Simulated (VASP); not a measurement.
# Ti2SnTe2 (Cmmm) in VASP: relaxation of cell and atoms with PBE

Aim: the relaxation of cell and atoms of Ti2SnTe2 with PBE.

Everything below comes from runs of VASP 6.6.1. Logs are shortened: lines on timing, memory, paths and dates and some standing lists are left out, and cuts for length are marked.

### 1 The crystal as given

It takes space group Cmmm (No. 65, orthorhombic). Conventional cell: a = 4.640 Å, b = 14.844 Å, c = 3.545 Å, α = 90.00°, β = 90.00°, γ = 90.00°. Ti (site symmetry m2m) has 1 Sn at 2.82 Å and 6 Te at 2.84 to 2.95 Å and 2 Ti at 2.92 Å as nearest neighbours. Sn (site symmetry mmm) is surrounded by 2 Ti at 2.82 Å. Around Te (site symmetry m2m) lie 6 Ti at 2.84 to 2.95 Å.

The cell was built by a generator and needn't be a form met in nature.

### 2 Relaxation of cell and atoms, PBE

Input file INCAR:

```
SYSTEM = Ti2SnTe2
PREC = Accurate ; ENCUT = 520
EDIFF = 1E-6 ; ISMEAR = 0
SIGMA = 0.1 ; LREAL = .False.
LASPH = .True. ; NELM = 120
ALGO = Normal ; ISIF = 3
LWAVE = .False. ; LCHARG = .False.
GGA = PE ; IBRION = 2
NSW = 90 ; EDIFFG = -0.01
KPAR = 4
```

Input file KPOINTS:

```
regular mesh
0
Gamma
  8 8 8
  0 0 0
```

Input file POSCAR:

```
Ti2SnTe2
1.0
    2.3200000000     -7.4220000000      0.0000000000
    2.3200000000      7.4220000000      0.0000000000
    0.0000000000      0.0000000000      3.5450000000
Ti Sn Te
2 1 2
Direct
    0.1902452200      0.8097547800      0.0000000000
    0.8097547800      0.1902452200      0.0000000000
    0.0000000000      0.0000000000      0.0000000000
    0.3400700600      0.6599299400      0.5000000000
    0.6599299400      0.3400700600      0.5000000000
```

Potentials or basis: VASP PAW PBE potentials, release 64 (Ti_sv, Sn_d, Te).

The run is started by

```bash
> cat potpaw_PBE.64/Ti_sv/POTCAR potpaw_PBE.64/Sn_d/POTCAR potpaw_PBE.64/Te/POTCAR > POTCAR
> mpirun -np 4 vasp_std > vasp.out
```

OUTCAR:

```text
SYSTEM = Ti2SnTe2
   PREC = Accurate
   ENCUT = 520
   EDIFF = 1E-6
   ISMEAR = 0
   LREAL = .False.
   LASPH = .True.
   NELM = 120
   ISIF = 3
   GGA = PE
   IBRION = 2
   NSW = 90
   EDIFFG = -0.01

 ion  position               nearest neighbor table
   1  0.190  0.810  0.000-   3 2.82   4 2.84   4 2.84   2 2.92   2 2.92   5 2.95   5 2.95   5 2.95
                             5 2.95
   2  0.810  0.190  0.000-   3 2.82   5 2.84   5 2.84   1 2.92   1 2.92   4 2.95   4 2.95   4 2.95
                             4 2.95
   3  0.000  0.000  0.000-   1 2.82   2 2.82
   4  0.340  0.660  0.500-   1 2.84   1 2.84   2 2.95   2 2.95   2 2.95   2 2.95   5 3.54   5 3.54

   5  0.660  0.340  0.500-   2 2.84   2 2.84   1 2.95   1 2.95   1 2.95   1 2.95   4 3.54   4 3.54

  LATTYP: Found a base centered orthorhombic cell.
 ALAT       =     4.6400000000
 B/A-ratio  =     3.1991379310
 C/A-ratio  =     0.7640086207

  Lattice vectors:

 A1 = (   2.3200000000,  -7.4220000000,   0.0000000000)
 A2 = (   2.3200000000,   7.4220000000,   0.0000000000)
 A3 = (   0.0000000000,   0.0000000000,   3.5450000000)

Analysis of symmetry for initial positions (statically):
=====================================================================
 Subroutine PRICEL returns:
 Original cell was already a primitive cell.

 Routine SETGRP: Setting up the symmetry group for a
 base centered orthorhombic supercell.

 Subroutine GETGRP returns: Found  8 space group operations
 (whereof  8 operations were pure point group operations)
 out of a pool of  8 trial point group operations.

The static configuration has the point symmetry D_2h.

Analysis of symmetry for dynamics (positions and initial velocities):
=====================================================================
 Subroutine PRICEL returns:
 Original cell was already a primitive cell.

 Routine SETGRP: Setting up the symmetry group for a
 base centered orthorhombic supercell.

 Subroutine GETGRP returns: Found  8 space group operations
 (whereof  8 operations were pure point group operations)
 out of a pool of  8 trial point group operations.

The dynamic configuration has the point symmetry D_2h.

 Subroutine INISYM returns: Found  8 space group operations
 (whereof  8 operations are pure point group operations),
 and found     1 'primitive' translations

----------------------------------------------------------------------------------------

                                     Primitive cell

  volume of cell :     122.0830

  direct lattice vectors                    reciprocal lattice vectors
     2.320000000 -7.422000000  0.000000000     0.215517241 -0.067367286  0.000000000
     2.320000000  7.422000000  0.000000000     0.215517241  0.067367286  0.000000000
     0.000000000  0.000000000  3.545000000     0.000000000  0.000000000  0.282087447

  length of vectors
     7.776148404  7.776148404  3.545000000     0.225800869  0.225800869  0.282087447

  position of ions in fractional coordinates (direct lattice)
     0.190245220  0.809754780  0.000000000
     0.809754780  0.190245220  0.000000000
     0.000000000  0.000000000  0.000000000
     0.340070060  0.659929940  0.500000000
     0.659929940  0.340070060  0.500000000

  ion indices of the primitive-cell ions
   primitive index   ion index
                 1           1
                 2           2
                 3           3
                 4           4
                 5           5

----------------------------------------------------------------------------------------

 KPOINTS: regular mesh

Automatic generation of k-mesh.
 Grid dimensions read from file:
 generate k-points for:    8    8    8

 Generating k-lattice:

  Cartesian coordinates                     Fractional coordinates (reciprocal lattice)
     0.026939655 -0.008420911  0.000000000     0.125000000  0.000000000  0.000000000
     0.026939655  0.008420911  0.000000000     0.000000000  0.125000000  0.000000000
     0.000000000  0.000000000  0.035260931     0.000000000  0.000000000  0.125000000

  Length of vectors
     0.028225109  0.028225109  0.035260931

  Shift w.r.t. Gamma in fractional coordinates (k-lattice)
     0.000000000  0.000000000  0.000000000

 Subroutine IBZKPT returns following result:
 ===========================================

 Found    105 irreducible k-points:

 Following reciprocal coordinates:
            Coordinates               Weight
  0.000000  0.000000  0.000000      1.000000
  0.125000  0.000000  0.000000      4.000000
  0.250000  0.000000  0.000000      4.000000
  0.375000  0.000000  0.000000      4.000000
  0.500000  0.000000  0.000000      2.000000
  0.125000  0.125000  0.000000      2.000000
[... 16 lines left out ...]
  0.125000  0.000000  0.125000      8.000000
  0.250000  0.000000  0.125000      8.000000
 [... further k-points ...]
   k-points           NKPTS =    105   k-points in BZ     NKDIM =    105   number of bands    NBANDS=     30
   number of dos      NEDOS =    301   number of ions     NIONS =      5
   total plane-waves  NPLWV = 100800
   dimension x,y,z NGX =    60 NGY =   60 NGZ =   28
   dimension x,y,z NGXF=   120 NGYF=  120 NGZF=   56
   ions per type =               2   1   2
   NGX,Y,Z   is equivalent  to a cutoff of  12.83, 12.83, 13.13 a.u.
   NGXF,Y,Z  is equivalent  to a cutoff of  25.65, 25.65, 26.26 a.u.
 SYSTEM =  Ti2SnTe2
   PREC   = accura    normal or accurate (medium, high low for compatibility)
   ISTART =      0    job   : 0-new  1-cont  2-samecut
   ICHARG =      2    charge: 1-file 2-atom 10-const
   ISPIN  =      1    spin polarized calculation?
   LNONCOLLINEAR =      F non collinear calculations
   LSORBIT =      F    spin-orbit coupling
   LASPH  =      T    aspherical Exc in radial PAW
   ENCUT  =  520.0 eV  38.22 Ry    6.18 a.u.  14.46 14.46  6.59*2*pi/ulx,y,z
   NELM   =    120;   NELMIN=  2; NELMDL= -5     # of ELM steps
   EDIFF  = 0.1E-05   stopping-criterion for ELM
   LREAL  =      F    real-space projection
   EDIFFG = -.1E-01   stopping-criterion for IOM
   NSW    =     90    number of steps for IOM
   IBRION =      2    ionic relax: 0-MD 1-quasi-New 2-CG
   NFREE  =      1    steps in history (QN), initial steepest desc. (CG)
   ISIF   =      3    stress and relaxation
   ISYM   =      2    0-nonsym 1-usesym 2-fastsym
   POTIM  = 0.5000    time-step for ionic-motion
   TEBEG  =    0.0;   TEEND  =   0.0 temperature during run
   PSTRESS=    0.0 pullay stress
   NELECT =      50.0000    total number of electrons
   NUPDOWN=      -1.0000    fix difference up-down
   EMIN   =  10.00;   EMAX   =-10.00  energy-range for DOS
   EFERMI =   0.00;   METHOD = LEGACY
   ISMEAR =     0;   SIGMA  =   0.10  broadening in eV -4-tet -1-fermi 0-gaus
   EFERMI_NEDOS =   21; number of points for ismear=-14 and -15
   IALGO  =     38    algorithm
   IMIX   =      4    mixing-type and parameters
     AMIX     =   0.40;   BMIX     =  1.00
     AMIX_MAG =   1.60;   BMIX_MAG =  1.00
  volume/ion in A,a.u.               =      24.42       164.77
  Fermi-wavevector in a.u.,A,eV,Ry     =   1.215756  2.297446 20.110265  1.478063
  Thomas-Fermi vector in A             =   2.351133
   LORBIT       =      0    0 simple, 1 ext, 2 COOP (PROOUT), +10 PAW based schemes
   GGA     = PE    functional components
   LHFCALC =     F    Hartree Fock is set to
   AEXX    =    0.0000 exact exchange contribution
   IVDW    =     0    specifies the selected vdW correction
   LEPSILON=     F    determine dielectric tensor
   LRPA    =     F    only Hartree local field effects (RPA)
 conjugate gradient relaxation of ions
 non-spin polarized calculation
 Gauss-broadening in eV      SIGMA  =   0.10
  energy-cutoff  :      520.00
  volume of cell :      122.08
 maximum number of plane-waves:      3311
 NGX is ok and might be reduce to    60
   NGX = 29   NGY = 29   NGZ = 13

--------------------------------------- Ionic step        1  -------------------------------------------

 number of electron      50.0000008 magnetization

 Free energy of the ion-electron system (eV)
  ---------------------------------------------------
  ext. energy  EPLUGINS =         0.00000000
  ---------------------------------------------------
  free energy    TOTEN  =       -27.39349328 eV

  energy without entropy =      -27.37762741  energy(sigma->0) =      -27.38556035

------------------------ aborting loop because EDIFF is reached ----------------------------------------

  FORCE on cell =-STRESS in cart. coord.  units (eV):
  Direction    XX          YY          ZZ          XY          YZ          ZX
  --------------------------------------------------------------------------------------
  -------------------------------------------------------------------------------------
  Total        0.4814230     -0.0715104     -0.2995960      0.0000000      0.0000000      0.0000000
  in kB        6.3180383     -0.9384791     -3.9318003      0.0000000      0.0000000      0.0000000
  external PRESSURE =       0.4825863 kB  Pullay stress =       0.0000000 kB
[... 98 lines left out ...]
  FREE ENERGIE OF THE ION-ELECTRON SYSTEM (eV)
  ---------------------------------------------------
  free  energy   TOTEN  =       -27.3985145498 eV

  energy  without entropy=      -27.3828518941  energy(sigma->0) =      -27.39068322

[... ionic steps 4 to 10 ...]

--------------------------------------- Ionic step       11  -------------------------------------------

 number of electron      50.0000003 magnetization

------------------------ aborting loop because EDIFF is reached ----------------------------------------

  FORCE on cell =-STRESS in cart. coord.  units (eV):
  Direction    XX          YY          ZZ          XY          YZ          ZX
  --------------------------------------------------------------------------------------
  -------------------------------------------------------------------------------------
  Total        0.0036080     -0.0445752     -0.0596869      0.0000000      0.0000000      0.0000000
  in kB        0.0469858     -0.5804921     -0.7772888      0.0000000      0.0000000      0.0000000
  external PRESSURE =      -0.4369317 kB  Pullay stress =       0.0000000 kB
[... 63 lines left out ...]
  energy  without entropy=      -27.3876704277  energy(sigma->0) =      -27.39486912

--------------------------------------- Ionic step       13  -------------------------------------------

 number of electron      50.0000003 magnetization

 Free energy of the ion-electron system (eV)
  ---------------------------------------------------
  ext. energy  EPLUGINS =         0.00000000
  ---------------------------------------------------
  free energy    TOTEN  =       -27.40211606 eV

  energy without entropy =      -27.38759250  energy(sigma->0) =      -27.39485428

 E-fermi :   7.7521     XC(G=0): -10.2135

 val. band max:        7.7487020110   @ k =   0.2500   0.2500   0.2500
 cond. band min:       7.7591112241   @ k =   0.2500   0.0000   0.3750
 fundamental gap:      0.0104092131
 Fermi energy:         7.7520889359

 k-point     1 :       0.0000    0.0000    0.0000
  band No.  band energies     occupation
      1     -49.1092      2.00000
      2     -49.0767      2.00000
      3     -25.4853      2.00000
      4     -25.4525      2.00000
      5     -25.4273      2.00000
      6     -25.3632      2.00000
[... 781 lines left out ...]
     29       9.2107      0.00000
     30       9.7553      0.00000

 [... further k-points ...]

------------------------ aborting loop because EDIFF is reached ----------------------------------------

  FORCE on cell =-STRESS in cart. coord.  units (eV):
  Direction    XX          YY          ZZ          XY          YZ          ZX
  --------------------------------------------------------------------------------------
  -------------------------------------------------------------------------------------
  Total        0.0318064     -0.0433292     -0.0397307      0.0000000      0.0000000      0.0000000
  in kB        0.4141853     -0.5642367     -0.5173765      0.0000000      0.0000000      0.0000000
  external PRESSURE =      -0.2224760 kB  Pullay stress =       0.0000000 kB
[... 20 lines left out ...]
  FREE ENERGIE OF THE ION-ELECTRON SYSTEM (eV)
  ---------------------------------------------------
  free  energy   TOTEN  =       -27.4021160562 eV

  energy  without entropy=      -27.3875924969  energy(sigma->0) =      -27.39485428

 reached required accuracy - stopping structural energy minimisation
```

Wall time 21 min (4 MPI ranks of Intel Xeon Platinum 8488C (Sapphire Rapids), shared host); peak memory 0.61 GiB.

What came out:

```yaml
Free_energy: -27.4021 eV
Relaxed_volume: 24.61 Å³/atom
Relaxed_cell: a = 7.818 Å, b = 7.818 Å, c = 3.523 Å, α = 90.00°, β = 90.00°, γ = 145.15°
Space_group_after_relaxing_to_0.05_Å: Cmmm (No. 65)
Energy_gained_by_relaxing: 1.7 meV/atom
Ionic_steps: 13
Pressure_after_relaxing: 0.0 GPa
Largest_force_after_relaxing: 0.005 eV/Å
Band_gap_on_the_k_mesh: none (metal or under the smearing width)
```

Forces in eV/Å, atoms in the order of the input:
```
Ti   0.000  0.002  0.000
Ti   0.000 -0.002  0.000
Sn   0.000  0.000  0.000
Te   0.000  0.005  0.000
Te   0.000 -0.005  0.000
```

The path:
```
step  energy change (eV)  largest force (eV/Å)  pressure (GPa)  volume (Å³)
   1              0.0000                0.0912            0.05       122.08
   2             -0.0035                0.0790            0.01       122.21
   3             -0.0050                0.0869           -0.02       122.40
   4             -0.0051                0.0860           -0.03       122.37
   5             -0.0061                0.0607            0.08       122.32
   6             -0.0072                0.0171            0.26       122.23
   7             -0.0079                0.0215            0.11       122.53
   8             -0.0083                0.0294           -0.04       122.87
   9             -0.0083                0.0326           -0.11       123.01
  10             -0.0085                0.0225           -0.07       123.02
  11             -0.0086                0.0125           -0.04       123.03
  12             -0.0086                0.0085            0.01       123.05
  13             -0.0086                0.0047           -0.02       123.04
```

Final structure:
```
CELL_PARAMETERS angstrom
2.34124 -7.45911 0.00000
2.34124 7.45911 0.00000
0.00000 0.00000 3.52263
ATOMIC_POSITIONS crystal
Ti 0.18867 0.81133 0.00000
Ti 0.81133 0.18867 0.00000
Sn 0.00000 0.00000 0.00000
Te 0.33722 0.66278 0.50000
Te 0.66278 0.33722 0.50000
```
